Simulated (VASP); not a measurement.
Level of theory: LDA (Ceperley-Alder, Perdew-Zunger), VASP's LDA PAW potentials (set 64) (plane waves; VASP).

The input files of a VASP run:

File POSCAR:
```
MnO
5.4378670
  0.8164966153   0.4082483077   0.4082483077
  0.4082483077   0.8164966153   0.4082483077
  0.4082483077   0.4082483077   0.8164966153
Mn O
2 2
Direct
  0.0000000000   0.0000000000   0.0000000000
  0.5000000000   0.5000000000   0.5000000000
  0.2500000000   0.2500000000   0.2500000000
  0.7500000000   0.7500000000   0.7500000000
```

### INCAR
```
ALGO=Normal   # blocked Davidson
MAGMOM=5.0 -5.0 2*0.0
LASPH=.TRUE.
ISIF=2
SIGMA=0.02   # width (eV)
SYSTEM=MnO
EDIFF=1E-6
LWAVE=.FALSE.
LMAXMIX=4
ISPIN=2   # spin-polarised
PREC=Accurate
ISMEAR=-1
NELM=100
LREAL=.FALSE.
ENCUT=400
LCHARG=.FALSE.
LORBIT=11   # lm-projected
```

### KPOINTS
```
Automatic mesh
0
Gamma
5 5 5
0 0 0
```

POTCAR, in this order: Mn_pv O (LDA.64 set). Program: vasp_std.

The run wrote:

### OUTCAR
```
 ion  position               nearest neighbor table
   1  0.000  0.000  0.000-   4 2.22   4 2.22   4 2.22   3 2.22   3 2.22   3 2.22   2 3.14   2 3.14
                             2 3.14   2 3.14   2 3.14   2 3.14
   2  0.500  0.500  0.500-   3 2.22   3 2.22   3 2.22   4 2.22   4 2.22   4 2.22   1 3.14   1 3.14
                             1 3.14   1 3.14   1 3.14   1 3.14
   3  0.250  0.250  0.250-   1 2.22   1 2.22   1 2.22   2 2.22   2 2.22   2 2.22
   4  0.750  0.750  0.750-   2 2.22   2 2.22   2 2.22   1 2.22   1 2.22   1 2.22
  LATTYP: Found a trigonal (rhomboedric) cell.
 ALAT       =     5.4378672290
 COS(alpha) =     0.8333333333
 Subroutine PRICEL returns following result:
  LATTYP: Found a face centered cubic cell.
 ALAT       =     4.4400000000
 Subroutine GETGRP returns: Found 12 space group operations
The static configuration has the point symmetry D_3d.
The dynamic configuration has the point symmetry D_3d.
The overall configuration has the point symmetry D_3d.
 Subroutine INISYM returns: Found 12 space group operations
 Subroutine IBZKPT returns following result:
 Found     19 irreducible k-points:

 Following reciprocal coordinates:
            Coordinates               Weight
  0.000000  0.000000  0.000000      1.000000
  0.200000 -0.000000 -0.000000      6.000000
  0.400000 -0.000000 -0.000000      6.000000
  0.200000  0.200000  0.000000      6.000000
  0.400000  0.200000  0.000000     12.000000
 -0.400000  0.200000  0.000000     12.000000
 -0.200000  0.200000  0.000000      6.000000
  0.400000  0.400000  0.000000      6.000000
 -0.400000  0.400000  0.000000      6.000000
  0.200000  0.200000  0.200000      2.000000
  0.400000  0.200000  0.200000      6.000000
 -0.400000  0.200000  0.200000      6.000000
 -0.200000  0.200000  0.200000      6.000000
  0.400000  0.400000  0.200000      6.000000
 -0.400000  0.400000  0.200000     12.000000
 -0.200000  0.400000  0.200000     12.000000
 -0.400000 -0.400000  0.200000      6.000000
  0.400000  0.400000  0.400000      2.000000
 -0.400000  0.400000  0.400000      6.000000
   k-points           NKPTS =     19   k-points in BZ     NKDIM =     19   number of bands    NBANDS=     23
   number of dos      NEDOS =    301   number of ions     NIONS =      4
   total plane-waves  NPLWV =  46656
   dimension x,y,z NGX =    36 NGY =   36 NGZ =   36
   dimension x,y,z NGXF=    72 NGYF=   72 NGZF=   72
   ions per type =               2   2
   PREC   = accura    normal or accurate (medium, high low for compatibility)
   ISTART =      0    job   : 0-new  1-cont  2-samecut
   ICHARG =      2    charge: 1-file 2-atom 10-const
   ISPIN  =      2    spin polarized calculation?
   LNONCOLLINEAR =      F non collinear calculations
   LSORBIT =      F    spin-orbit coupling
   INIWAV =      1    electr: 0-lowe 1-rand  2-diag
   ENCUT  =  400.0 eV  29.40 Ry    5.42 a.u.   8.87  8.87  8.87*2*pi/ulx,y,z
   NELM   =    100;   NELMIN=  2; NELMDL= -5     # of ELM steps
   EDIFF  = 0.1E-05   stopping-criterion for ELM
   LREAL  =      F    real-space projection
   NLSPLINE    = F    spline interpolate recip. space projectors
   LMAXMIX     =    4 max onsite mixed and CHGCAR
   VOSKOWN=      0    Vosko Wilk Nusair interpolation
   EDIFFG = 0.1E-04   stopping-criterion for IOM
   NSW    =      0    number of steps for IOM
   NBLOCK =      1;   KBLOCK =      1    inner block; outer block
   IBRION =     -1    ionic relax: 0-MD 1-quasi-New 2-CG
   NFREE  =      0    steps in history (QN), initial steepest desc. (CG)
   ISIF   =      2    stress and relaxation
   ISYM   =      2    0-nonsym 1-usesym 2-fastsym
   TEIN   =    0.0    initial temperature
   TEBEG  =    0.0;   TEEND  =   0.0 temperature during run
   SMASS  =  -3.00    Nose mass-parameter (am)
   PSTRESS=    0.0 pullay stress
   NELECT =      38.0000    total number of electrons
   EFERMI =   0.00;   METHOD = LEGACY
...
```

File OSZICAR:
```
       N       E                     dE             d eps       ncg     rms          rms(c)
DAV:   1     0.397566577148E+03    0.39757E+03   -0.19485E+04  1812   0.171E+03
DAV:   2     0.187076524680E+01   -0.39570E+03   -0.38811E+03  1832   0.505E+02
DAV:   3    -0.389066340657E+02   -0.40777E+02   -0.40234E+02  2268   0.160E+02
DAV:   4    -0.400222851853E+02   -0.11157E+01   -0.11022E+01  2085   0.261E+01
DAV:   5    -0.400405205366E+02   -0.18235E-01   -0.18233E-01  1994   0.379E+00    0.197E+01
DAV:   6    -0.357261596777E+02    0.43144E+01   -0.44631E+01  2356   0.543E+01    0.164E+01
DAV:   7    -0.354850794001E+02    0.24108E+00   -0.41412E+00  2169   0.238E+01    0.104E+01
DAV:   8    -0.354593880056E+02    0.25691E-01   -0.78824E-01  2105   0.592E+00    0.569E+00
DAV:   9    -0.354275398889E+02    0.31848E-01   -0.82140E-02  2426   0.352E+00    0.103E+00
DAV:  10    -0.354293188289E+02   -0.17789E-02   -0.23603E-02  1958   0.114E+00    0.379E-01
DAV:  11    -0.354290509712E+02    0.26786E-03   -0.14907E-03  2086   0.331E-01    0.818E-02
DAV:  12    -0.354291258347E+02   -0.74864E-04   -0.50918E-05  1846   0.701E-02    0.336E-02
DAV:  13    -0.354291268845E+02   -0.10498E-05   -0.98694E-06  2098   0.263E-02    0.162E-02
DAV:  14    -0.354291277575E+02   -0.87298E-06   -0.17009E-06  1058   0.114E-02
   1 F= -.35429128E+02 E0= -.35429128E+02  d E =-.120371E-09  mag=     0.0000
```

**OUTCAR**
```
------------------------ aborting loop because EDIFF is reached ----------------------------------------
  FORCE on cell =-STRESS in cart. coord.  units (eV):
  Direction    XX          YY          ZZ          XY          YZ          ZX
  --------------------------------------------------------------------------------------
  Total       -5.2511476     -5.2511476     -5.2511476     -0.4998763     -0.4998763     -0.4998763
  in kB     -192.2409444   -192.2409444   -192.2409444    -18.3001300    -18.3001300    -18.3001300
  external PRESSURE =    -192.2409444 kB  Pullay stress =       0.0000000 kB
  volume of cell :       43.76
      direct lattice vectors                 reciprocal lattice vectors
     4.440000000  2.220000000  2.220000000     0.337837838 -0.112612613 -0.112612613
     2.220000000  4.440000000  2.220000000    -0.112612613  0.337837838 -0.112612613
     2.220000000  2.220000000  4.440000000    -0.112612613 -0.112612613  0.337837838
 POSITION                                       TOTAL-FORCE (eV/Angst)
 -----------------------------------------------------------------------------------
      0.00000      0.00000      0.00000         0.000000     -0.000000     -0.000000
      4.44000      4.44000      4.44000         0.000000     -0.000000     -0.000000
      2.22000      2.22000      2.22000         0.000000     -0.000000      0.000000
      6.66000      6.66000      6.66000        -0.000000      0.000000     -0.000000
 -----------------------------------------------------------------------------------
    total drift:                                0.000000     -0.000000      0.000000
  FREE ENERGIE OF THE ION-ELECTRON SYSTEM (eV)
  ---------------------------------------------------
  free  energy   TOTEN  =       -35.4291277575 eV

  energy  without entropy=      -35.4291277573  energy(sigma->0) =      -35.42912776

 total charge

# of ion       s       p       d       tot
------------------------------------------
    1        0.206   6.179   4.995  11.380
    2        0.206   6.179   4.995  11.380
    3        1.574   3.401   0.000   4.974
    4        1.574   3.401   0.000   4.974
--------------------------------------------------
tot          3.559  19.160   9.990  32.709

 magnetization (x)

# of ion       s       p       d       tot
------------------------------------------
    1        0.009   0.010   4.225   4.244
    2       -0.009  -0.010  -4.225  -4.244
    3        0.000   0.000   0.000   0.000
    4        0.000   0.000   0.000   0.000
--------------------------------------------------
tot          0.000   0.000   0.000   0.000
```
(Selected blocks of OUTCAR.)

At this cut-off the stress carries a Pulay error, which pulls relaxed volumes low.

The structure is a typed MnO crystal (Fm-3m). The cell was not relaxed at this level. The k-mesh is coarse (spacing up to 0.47 per Å, 2π included), so the numbers may not be converged in it.
